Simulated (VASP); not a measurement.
# HfN: cell size against the level of theory, part 2 of 2

Aim: relax HfN at several levels and hold each cell against experiment. The start is a cell from a database of measured crystal structures.

VASP 6.6.1, plane waves and PAW; the level of theory is named at each step.

Still holding for the runs below: This run has no spin polarisation. Its electron count is odd, so without a moment it is a metal by construction.

So far. Step 2 (Relaxation with PBE): It ends with forces that vanish by symmetry and a pressure of -0.01 GPa. The volume lies +1.1 % from that of the database's start. The conventional cell has a = 4.535 Å.

### Step 3. Relaxation with LDA

This step: LDA; plane waves and PAW (Hf_pv, N) (VASP 6.6.1).

LDA, the lowest rung, knows the local density alone.

File INCAR:

```
SYSTEM = HfN
PREC = Accurate
ENCUT = 560
EDIFF = 1E-06
NELM = 100
ISMEAR = -1
SIGMA = 0.05
LREAL = .FALSE.
ALGO = Normal
GGA = CA
NBANDS = 13
LASPH = .TRUE.
LORBIT = 11
LWAVE = .FALSE.
LCHARG = .FALSE.
KPAR = 2
IBRION = 2
NSW = 60
ISIF = 3
EDIFFG = -0.01
```

File POSCAR:

```
HfN
1.0
    0.0000000000      2.2590000000      2.2590000000
    2.2590000000      0.0000000000      2.2590000000
    2.2590000000      2.2590000000      0.0000000000
Hf N
1 1
Direct
    0.0000000000      0.0000000000      0.0000000000
    0.5000000000      0.5000000000      0.5000000000
```

File KPOINTS:

```
Automatic mesh
0
Gamma
10 10 10
0 0 0
```

The projector-augmented-wave data sets are Hf_pv and N (PBE family, release 64).

On the command line:

```bash
$ mpirun -np 2 vasp_std
```

The program printed:

```text
[banner, memory and clock lines left out]
running    2 mpi-ranks, on    1 nodes
 distrk:  each k-point on    1 cores,    2 groups
 distr:  one band on    1 cores,    1 groups

 POSCAR found type information on POSCAR HfN
 POSCAR found :  2 types and       2 ions
|                                                                             |
|               ----> ADVICE to this user running VASP <----                  |
|                                                                             |
|     You enforced a specific xc type in the INCAR file but a different       |
|     [... a line on the potential file left out ...]
|     I HOPE YOU KNOW WHAT YOU ARE DOING!                                     |
|                                                                             |

 LDA part: xc-table for (Slater(with rela. corr.)+CA(PZ))
 , standard interpolation
 POSCAR, INCAR and KPOINTS ok, starting setup
 FFT: planning ... GRIDC
 FFT: planning ... GRID_SOFT
 FFT: planning ... GRID
 WAVECAR not read
 entering main loop
       N       E                     dE             d eps       ncg     rms          rms(c)
DAV:   1     0.380356502228E+02    0.38036E+02   -0.82758E+03  1222   0.115E+03
DAV:   2    -0.246226903901E+02   -0.62658E+02   -0.58513E+02  1645   0.251E+02
DAV:   3    -0.267173148286E+02   -0.20946E+01   -0.20829E+01  1500   0.383E+01
DAV:   4    -0.267271190586E+02   -0.98042E-02   -0.97982E-02  1362   0.297E+00
DAV:   5    -0.267271914323E+02   -0.72374E-04   -0.72372E-04  1468   0.223E-01    0.497E+01
DAV:   6    -0.240072193175E+02    0.27200E+01   -0.88713E+00  1413   0.235E+01    0.417E+01
DAV:   7    -0.239096623199E+02    0.97557E-01   -0.62220E-01  1365   0.670E+00    0.262E+01
DAV:   8    -0.238809950458E+02    0.28667E-01   -0.14510E-01  1457   0.330E+00    0.596E+00
DAV:   9    -0.238731474243E+02    0.78476E-02   -0.29325E-02  1435   0.134E+00    0.203E+00
DAV:  10    -0.238727825407E+02    0.36488E-03   -0.27763E-03  1488   0.470E-01    0.483E-01
DAV:  11    -0.238726907409E+02    0.91800E-04   -0.26680E-04  1426   0.155E-01    0.369E-02
DAV:  12    -0.238726916488E+02   -0.90786E-06   -0.14145E-05  1477   0.338E-02    0.114E-02
DAV:  13    -0.238726916013E+02    0.47503E-07   -0.18385E-07   711   0.414E-03
   1 F= -.23872692E+02 E0= -.23869492E+02  d E =-.238727E+02
 curvature:   0.00 expect dE= 0.000E+00 dE for cont linesearch  0.000E+00
 trial: gam= 0.00000 g(F)=  0.534E-62 g(S)=  0.162E+00 ort = 0.000E+00 (trialstep = 0.100E+01)
 search vector abs. value=  0.162E+00
 bond charge predicted
       N       E                     dE             d eps       ncg     rms          rms(c)
DAV:   1    -0.244097198167E+02   -0.53703E+00   -0.16562E+01  1222   0.372E+01    0.154E+01
DAV:   2    -0.239287685238E+02    0.48095E+00   -0.71502E-01  1362   0.779E+00    0.706E+00
DAV:   3    -0.237851004289E+02    0.14367E+00   -0.27571E-01  1312   0.492E+00    0.444E+00
DAV:   4    -0.237783686997E+02    0.67317E-02   -0.22691E-02  1522   0.135E+00    0.261E+00
DAV:   5    -0.237777032910E+02    0.66541E-03   -0.15885E-03  1615   0.322E-01    0.781E-02
DAV:   6    -0.237777059865E+02   -0.26955E-05   -0.67132E-05  1267   0.829E-02    0.419E-02
DAV:   7    -0.237777034931E+02    0.24934E-05   -0.17429E-06  1296   0.119E-02    0.264E-02
DAV:   8    -0.237777035072E+02   -0.14098E-07   -0.13445E-07   706   0.343E-03
   2 F= -.23777704E+02 E0= -.23774783E+02  d E =0.949881E-01
[...]
3 F= -.23900300E+02 E0= -.23897193E+02  d E =-.276089E-01
 curvature:  -0.15 expect dE=-0.168E-04 dE for cont linesearch -0.168E-04
 ZBRENT: interpolating
 opt :   0.3348  next Energy=   -23.900317 (dE=-0.276E-01)
 bond charge predicted
       N       E                     dE             d eps       ncg     rms          rms(c)
DAV:   1    -0.239003540566E+02   -0.53574E-04   -0.93599E-04  1222   0.275E-01    0.108E-01
DAV:   2    -0.239003263600E+02    0.27697E-04   -0.44069E-05  1377   0.590E-02    0.499E-02
DAV:   3    -0.239003182410E+02    0.81189E-05   -0.15629E-05  1297   0.359E-02    0.337E-02
DAV:   4    -0.239003177230E+02    0.51805E-06   -0.16125E-06   808   0.115E-02
   4 F= -.23900318E+02 E0= -.23897212E+02  d E =-.276261E-01
 curvature:  -0.14 expect dE=-0.122E-06 dE for cont linesearch -0.122E-06
 trial: gam=-0.00228 g(F)=  0.374E-62 g(S)=  0.840E-06 ort = 0.368E-03 (trialstep = 0.867E+00)
 search vector abs. value=  0.104E-09
 reached required accuracy - stopping structural energy minimisation
```

Run time: 12 s. Hardware: 2 MPI ranks of Intel Xeon 6975P-C (Granite Rapids), shared host; peak memory 0.29 GiB; 23 s of CPU time.

OUTCAR, selected parts (step 3):

```text
The static configuration has the point symmetry O_h .

 Found     47 irreducible k-points:

   NELECT =      15.0000    total number of electrons

 E-fermi :   8.3597

 k-point     1 :       0.0000    0.0000    0.0000
  band No.  band energies     occupation
    ...
      6       5.3318      2.00000
      7       5.3318      2.00000
      8       7.9168      1.99972
      9       7.9168      1.99972
     10       7.9168      1.99972
     11      10.3340      0.00000
     12      10.3340      0.00000
     13      10.6708      0.00000

 k-point     2 :       0.1000    0.0000    0.0000
  band No.  band energies     occupation
    ...
      6       4.7446      2.00000
      7       4.7446      2.00000
      8       8.1826      1.94371
      9       8.2606      1.75757
     10       8.2606      1.75757
     11      11.1234      0.00000
     12      11.1234      0.00000
     13      11.3402      0.00000

  Total       -0.0034076     -0.0034076     -0.0034076     -0.0000000      0.0000000      0.0000000
  in kB       -0.2455838     -0.2455838     -0.2455838     -0.0000000      0.0000000      0.0000000
  external PRESSURE =      -0.2455838 kB  Pullay stress =       0.0000000 kB

  energy-cutoff  :      560.00
  volume of cell :       22.23
      direct lattice vectors                 reciprocal lattice vectors
     0.000000000  2.231741139  2.231741139    -0.224040320  0.224040320  0.224040320
     2.231741139  0.000000000  2.231741139     0.224040320 -0.224040320  0.224040320
     2.231741139  2.231741139  0.000000000     0.224040320  0.224040320 -0.224040320

 POSITION                                       TOTAL-FORCE (eV/Angst)
 -----------------------------------------------------------------------------------
      2.23174      2.23174      0.00000         0.000000      0.000000      0.000000
      2.23174      2.23174      2.23174         0.000000      0.000000     -0.000000
 -----------------------------------------------------------------------------------
    total drift:                                0.000000      0.000000      0.000000

  FREE ENERGIE OF THE ION-ELECTRON SYSTEM (eV)
  ---------------------------------------------------
  free  energy   TOTEN  =       -23.9003177230 eV

  energy  without entropy=      -23.8941072337  energy(sigma->0) =      -23.89721248

 total charge
# of ion       s       p       d       tot
------------------------------------------
    1        0.299   6.638   1.858   8.795
    2        1.218   2.520   0.000   3.738
--------------------------------------------------
tot          1.517   9.158   1.858  12.533

[... 8 parts as in an earlier step ...]

[... 5 further parts left out ...]
```

CONTCAR:

```
HfN
   1.00000000000000
     0.0000000000000000    2.2317411391294715    2.2317411391294715
     2.2317411391294715    0.0000000000000000    2.2317411391294715
     2.2317411391294715    2.2317411391294715    0.0000000000000000
  Hf              N
     1     1
Direct
     0.0000000000000000    0.0000000000000000    1.0000000000000000
     0.5000000000000000    0.5000000000000000    0.5000000000000000
```

The PAW data sets were made with PBE, though LDA sets exist; this is a small mismatch.

The steps of the relaxation:

| step | energy less that of the first step (eV) | largest force (eV/Å) | pressure (GPa) | volume (Å³) |
| --- | --- | --- | --- | --- |
| 1 | 0.0000 | 0.0000 | -10.38 | 23.06 |
| 2 | 0.0950 | 0.0000 | 26.59 | 20.65 |
| 3 | -0.0276 | 0.0000 | -0.28 | 22.25 |
| 4 | -0.0276 | 0.0000 | -0.02 | 22.23 |

| conventional cell, symmetrised | before | after | change |
| --- | --- | --- | --- |
| a (Å) | 4.518 | 4.463 | -1.2 % |
| b (Å) | 4.518 | 4.463 | -1.2 % |
| c (Å) | 4.518 | 4.463 | -1.2 % |
| volume (Å³/atom) | 11.53 | 11.12 | -3.6 % |

The relaxed structure:

```
Hf N
1.0
     0.00000    2.23174    2.23174
     2.23174    0.00000    2.23174
     2.23174    2.23174    0.00000
Hf N
1 1
Direct
  0.00000 0.00000 0.00000
  0.50000 0.50000 0.50000
```

This step gave:

```
free energy (TOTEN)             : -23.90 eV
energy at zero smearing         : -23.90 eV
Fermi energy                    : 8.360 eV
pressure                        : -0.02456 GPa
SCF cycles over all ionic steps : 33
```

It ends at 11.12 Å³/atom, -3.6 % from the start, with -0.02 GPa left. The conventional cell has a = 4.463 Å.

### Step 4. Relaxation with r2SCAN

This step: r2SCAN; plane waves and PAW (Hf_pv, N) (VASP 6.6.1).

r2SCAN adds the kinetic-energy density, costs more than a GGA and is run with LASPH.

Edit INCAR of step 3 so:

```diff
@@ -9,5 +9,5 @@
 ALGO = Normal
-GGA = CA
+METAGGA = R2SCAN
+LASPH = .TRUE.
 NBANDS = 13
-LASPH = .TRUE.
 LORBIT = 11
```

POSCAR is that of step 3.

KPOINTS is that of step 3.

On the command line:

```bash
$ mpirun -np 2 vasp_std
```

The program printed:

```text
[banner, memory and clock lines left out]
running    2 mpi-ranks, on    1 nodes
[...]
[... a notice as in an earlier step ...]

 LDA part: xc-table for (None), standard interpolation
 POSCAR, INCAR and KPOINTS ok, starting setup
[...]
entering main loop
       N       E                     dE             d eps       ncg     rms          rms(c)
DAV:   1     0.200775220334E+01    0.20078E+01   -0.85376E+03  1222   0.119E+03
DAV:   2    -0.630195120037E+02   -0.65027E+02   -0.60792E+02  1631   0.261E+02
DAV:   3    -0.651806517295E+02   -0.21611E+01   -0.21486E+01  1520   0.396E+01
DAV:   4    -0.651920021521E+02   -0.11350E-01   -0.11343E-01  1342   0.326E+00
[...]
DAV:  12    -0.582312816631E+02    0.24206E-04   -0.63985E-05  1403   0.706E-02    0.846E-02
DAV:  13    -0.582312891911E+02   -0.75280E-05   -0.16568E-05  1466   0.322E-02    0.358E-02
DAV:  14    -0.582312890771E+02    0.11407E-06   -0.61888E-07   711   0.744E-03
   1 F= -.58231289E+02 E0= -.58228059E+02  d E =-.582313E+02
[...]
DAV:   6    -0.582301323970E+02    0.54808E-05   -0.14239E-05  1393   0.320E-02    0.210E-02
DAV:   7    -0.582301318799E+02    0.51712E-06   -0.94704E-07   815   0.848E-03
   2 F= -.58230132E+02 E0= -.58226927E+02  d E =0.115720E-02
 trial-energy change:    0.001157  1 .order    0.001038   -0.002036    0.004112
 step:   0.3065(harm=  0.3312)  dis= 0.00000  next Energy=   -58.231598 (dE=-0.309E-03)
[...]
N       E                     dE             d eps       ncg     rms          rms(c)
DAV:   1    -0.582348409257E+02   -0.47085E-02   -0.94509E-02  1222   0.279E+00    0.113E+00
DAV:   2    -0.582323410673E+02    0.24999E-02   -0.50357E-03  1392   0.644E-01    0.440E-01
DAV:   3    -0.582316452630E+02    0.69580E-03   -0.13616E-03  1332   0.337E-01    0.342E-01
DAV:   4    -0.582315905413E+02    0.54722E-04   -0.18943E-04  1525   0.119E-01    0.212E-01
DAV:   5    -0.582315882252E+02    0.23161E-05   -0.39040E-05  1562   0.509E-02    0.259E-02
DAV:   6    -0.582315865530E+02    0.16722E-05   -0.72389E-06  1408   0.230E-02    0.141E-02
DAV:   7    -0.582315868925E+02   -0.33951E-06   -0.46506E-07   701   0.597E-03
   3 F= -.58231587E+02 E0= -.58228365E+02  d E =-.297815E-03
[...]
reached required accuracy - stopping structural energy minimisation
```

It took 45 s on 2 MPI ranks; peak memory 0.33 GiB; 89 s of CPU time.

OUTCAR, selected parts (step 4):

```text
  Total       -0.0127663     -0.0127663     -0.0127663     -0.0000000      0.0000000      0.0000000
  in kB       -0.8904552     -0.8904552     -0.8904552     -0.0000000      0.0000000      0.0000000
  external PRESSURE =      -0.8904552 kB  Pullay stress =       0.0000000 kB

 POSITION                                       TOTAL-FORCE (eV/Angst)
 -----------------------------------------------------------------------------------
      0.00000      0.00000     -0.00000         0.000000     -0.000000      0.000000
      2.25620      2.25620      2.25620        -0.000000      0.000000     -0.000000
 -----------------------------------------------------------------------------------
    total drift:                                0.000000      0.000000      0.000000

  FREE ENERGIE OF THE ION-ELECTRON SYSTEM (eV)
  ---------------------------------------------------
  free  energy   TOTEN  =       -58.2315868925 eV

  energy  without entropy=      -58.2251423927  energy(sigma->0) =      -58.22836464

[... 2 parts as in an earlier step ...]

[... 2 further parts left out ...]
[key lines of the parts left out:]
E-fermi :   8.5979
```

The PAW data sets were made with PBE, which is usual practice but a small mismatch for other functionals.

Relaxation path:

| step | energy less that of the first step (eV) | largest force (eV/Å) | pressure (GPa) | volume (Å³) |
| --- | --- | --- | --- | --- |
| 1 | 0.0000 | 0.0000 | -1.17 | 23.06 |
| 2 | 0.0012 | 0.0000 | 2.38 | 22.78 |
| 3 | -0.0003 | 0.0000 | -0.09 | 22.97 |

| conventional cell, symmetrised | before | after | change |
| --- | --- | --- | --- |
| a (Å) | 4.518 | 4.512 | -0.1 % |
| b (Å) | 4.518 | 4.512 | -0.1 % |
| c (Å) | 4.518 | 4.512 | -0.1 % |
| volume (Å³/atom) | 11.53 | 11.49 | -0.4 % |

The relaxed structure:

```cif
data_structure
_symmetry_space_group_name_H-M 'P 1'
_symmetry_Int_Tables_number 1
_cell_length_a 3.1907
_cell_length_b 3.1907
_cell_length_c 3.1907
_cell_angle_alpha 60.000
_cell_angle_beta 60.000
_cell_angle_gamma 60.000
_cell_volume 22.97
loop_
_atom_site_label
_atom_site_type_symbol
_atom_site_fract_x
_atom_site_fract_y
_atom_site_fract_z
_atom_site_occupancy
Hf1 Hf 0.00000 0.00000 0.00000 1
N2 N 0.50000 0.50000 0.50000 1
```

It ends at 11.49 Å³/atom, -0.4 % from the start, with -0.09 GPa left. The conventional cell has a = 4.512 Å.

### Step 5. Relaxation with PBE + D3(BJ)

This step: PBE with D3(BJ); plane waves and PAW (Hf_pv, N) (VASP 6.6.1).

A dispersion term adds the long-range attraction that semilocal functionals lack. D3 with Becke-Johnson damping keeps a finite attraction at short range.

Edit INCAR of step 4 so:

```diff
@@ -9,5 +9,6 @@
 ALGO = Normal
-METAGGA = R2SCAN
+GGA = PE
+IVDW = 12
+NBANDS = 13
 LASPH = .TRUE.
-NBANDS = 13
 LORBIT = 11
```

POSCAR is that of step 4.

KPOINTS is that of step 4.

On the command line:

```bash
$ mpirun -np 2 vasp_std
```

The program printed:

```text
[... set-up lines as in an earlier step ...]
 entering main loop
       N       E                     dE             d eps       ncg     rms          rms(c)
[... 13 cycles as in an earlier step ...]
   1 F= -.22523632E+02 E0= -.22520379E+02  d E =-.225236E+02
[...]
N       E                     dE             d eps       ncg     rms          rms(c)
DAV:   1    -0.217618594139E+02   -0.10607E-01   -0.99600E-01  1222   0.891E+00    0.345E+00
DAV:   2    -0.217332184547E+02    0.28641E-01   -0.43867E-02  1342   0.185E+00    0.160E+00
DAV:   3    -0.217247520372E+02    0.84664E-02   -0.16113E-02  1272   0.114E+00    0.105E+00
DAV:   4    -0.217243103752E+02    0.44166E-03   -0.16179E-03  1537   0.345E-01    0.610E-01
DAV:   5    -0.217242949989E+02    0.15376E-04   -0.11283E-04  1590   0.876E-02    0.185E-02
DAV:   6    -0.217242945631E+02    0.43586E-06   -0.61199E-06  1312   0.244E-02
   2 F= -.22518941E+02 E0= -.22515752E+02  d E =0.469182E-02
 trial-energy change:    0.004692  1 .order    0.004844   -0.010085    0.019773
 step:   0.3447(harm=  0.3378)  dis= 0.00000  next Energy=   -22.525377 (dE=-0.174E-02)
[...]
N       E                     dE             d eps       ncg     rms          rms(c)
DAV:   1    -0.217615410655E+02   -0.37246E-01   -0.42596E-01  1222   0.582E+00    0.226E+00
DAV:   2    -0.217492910882E+02    0.12250E-01   -0.19142E-02  1357   0.122E+00    0.106E+00
DAV:   3    -0.217456518855E+02    0.36392E-02   -0.69631E-03  1257   0.743E-01    0.700E-01
DAV:   4    -0.217454468986E+02    0.20499E-03   -0.76158E-04  1532   0.234E-01    0.395E-01
DAV:   5    -0.217454247668E+02    0.22132E-04   -0.58165E-05  1590   0.638E-02    0.140E-02
DAV:   6    -0.217454242719E+02    0.49489E-06   -0.36151E-06  1272   0.184E-02
   3 F= -.22525388E+02 E0= -.22522157E+02  d E =-.175564E-02
[...]
reached required accuracy - stopping structural energy minimisation
```

Wall time 11 s (2 MPI ranks); peak memory 0.34 GiB.

OUTCAR, selected parts (step 5):

```text
 Edisp (eV)   -0.79465

 Edisp (eV)   -0.77996

  Total       0.00020     0.00020     0.00020     0.00000    -0.00000     0.00000
  in kB       0.01427     0.01427     0.01427     0.00000    -0.00000     0.00000
  external pressure =        0.01 kB  Pullay stress =        0.00 kB

 POSITION                                       TOTAL-FORCE (eV/Angst)
 -----------------------------------------------------------------------------------
      0.00000      0.00000      0.00000         0.000000      0.000000     -0.000000
      2.25199      2.25199      2.25199        -0.000000     -0.000000      0.000000
 -----------------------------------------------------------------------------------
    total drift:                                0.000000      0.000000      0.000000

  FREE ENERGIE OF THE ION-ELECTRON SYSTEM (eV)
  ---------------------------------------------------
  free  energy   TOTEN  =       -22.5253880099 eV

  energy  without entropy=      -22.5189265480  energy(sigma->0) =      -22.52215728

[... 2 parts as in an earlier step ...]

[... 2 further parts left out ...]
[key lines of the parts left out:]
E-fermi :   8.5087
```

Relaxation path:

| step | energy less that of the first step (eV) | largest force (eV/Å) | pressure (GPa) | volume (Å³) |
| --- | --- | --- | --- | --- |
| 1 | 0.0000 | 0.0000 | -2.59 | 23.06 |
| 2 | 0.0047 | 0.0000 | 5.23 | 22.44 |
| 3 | -0.0018 | 0.0000 | 0.00 | 22.84 |

| conventional cell, symmetrised | before | after | change |
| --- | --- | --- | --- |
| a (Å) | 4.518 | 4.504 | -0.3 % |
| b (Å) | 4.518 | 4.504 | -0.3 % |
| c (Å) | 4.518 | 4.504 | -0.3 % |
| volume (Å³/atom) | 11.53 | 11.42 | -0.9 % |

The relaxed structure:

```
Hf N
1.0
     0.00000    2.25199    2.25199
     2.25199    0.00000    2.25199
     2.25199    2.25199    0.00000
Hf N
1 1
Direct
  0.00000 0.00000 0.00000
  0.50000 0.50000 0.50000
```

It ends at 11.42 Å³/atom, -0.9 % from the start, with 0.00 GPa left. The conventional cell has a = 4.504 Å. Against plain PBE, the dispersion term moves a by -0.7 %.

### Step 6. The cells as a table

This step: relaxed cells at several levels; plane waves and PAW (VASP 6.6.1).

Derived from the runs above.

Lengths are those of the conventional cell; cost is the wall time of each run, as given at its step, times its ranks, without the set-up around it. Results by level, by row:

| level | volume (Å³/atom) | change from the start (%) | a (Å) | cost (core minutes) |
| --- | --- | --- | --- | --- |
| PBE | 11.66 | 1.1 | 4.535 | 0.38 |
| LDA | 11.12 | -3.6 | 4.463 | 0.4 |
| r2SCAN | 11.49 | -0.4 | 4.512 | 1.5 |
| PBE + D3(BJ) | 11.42 | -0.9 | 4.504 | 0.36 |

### Step 7. Summary of results

* volume, PBE: 11.66 Å³/atom
* volume, LDA: 11.12 Å³/atom
* volume, r2SCAN: 11.49 Å³/atom
* volume, PBE + D3(BJ): 11.42 Å³/atom

**Reading.** For HfN the levels give volumes between 11.12 Å³/atom (LDA) and 11.66 Å³/atom (PBE), a spread of 4.9 %, while the cost of the finished runs spans a factor of 4.2. Against the volume of the start, a cell from experiment, r2SCAN comes nearest (-0.4 %) and LDA lies farthest (-3.6 %); thermal expansion is in that cell alone. Within 2 % of it: PBE, r2SCAN and PBE + D3(BJ). The costs hold the number of ionic steps as well as the price of the functional. Adding D3(BJ) to PBE changes the volume by -2.0 % (a by -0.7 %). Within 0.02 Å all end in space group Fm-3m; the runs can't lower the symmetry of the start. Spin-orbit coupling is left out. Each is a single relaxation on the plane waves of the start cell, so larger changes of volume carry a basis-set error that was not tested here. Zero-point and thermal expansion are not included.

[Lines on the potential files, build, host, timing and source positions are cut from VASP's logs without a mark.]

[Logs are printed without paths, hosts, clocks, repeated set-up lines and the standing remarks that a program may print on its own settings, such as how far it seeks lower states.]

[Hosts, paths, dates, database ids (printed as entryN), source tags and the programs' standing remarks are cut or masked in the printed files.]

[A measured line is paired with the nearest computed mode of its activity, which favours agreement.]
